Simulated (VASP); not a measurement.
Given:

```
CELL_PARAMETERS angstrom
     -1.43036     1.43036     1.43036
      1.43036    -1.43036     1.43036
      1.43036     1.43036    -1.43036
ATOMIC_POSITIONS crystal
  Fe 0.00000 0.00000 0.00000
```
Starting moments (μB, in the order of the record's atoms Fe): 2.7.

Calculation: r2SCAN meta-GGA, VASP's PBE PAW potentials (set 64) (plane waves; VASP). Settings: 500 eV cut-off, 18×18×18 Γ-centred mesh, first-order Methfessel-Paxton smearing of 0.10 eV, potentials Fe.

Energy and stress use the plane-wave basis of the starting cell.

Q: The ions, cell shape and volume at an external pressure of 5.0 GPa are relaxed. Which structure does the run end with?

A: 
```
CELL_PARAMETERS angstrom
     -1.41985     1.41985     1.41985
      1.41985    -1.41985     1.41985
      1.41985     1.41985    -1.41985
ATOMIC_POSITIONS crystal
  Fe 0.00000 0.00000 0.00000
```
Space group Im-3m (229), at a tolerance of 0.03 Å. The cell ends with 2.62 μB, on the sites 2.68 μB.

Q: How do energy and volume change from the first to the last step?

A: The energy (σ→0) changes by +3.9 meV/atom and the volume by -2.2 %, in 3 ionic steps.

```tsv
step	E(σ→0) (eV)	max force (eV/Å)	pressure (GPa)	volume (Å³)
1	-14.3600	0.000	0.05	11.71
2	-14.3380	0.000	11.74	11.10
3	-14.3561	0.000	4.97	11.45
```

The compound is Fe in the bcc structure. This run relaxes it under an external pressure of 5 GPa. Symmetry was kept, so distortions that lower it aren't found.
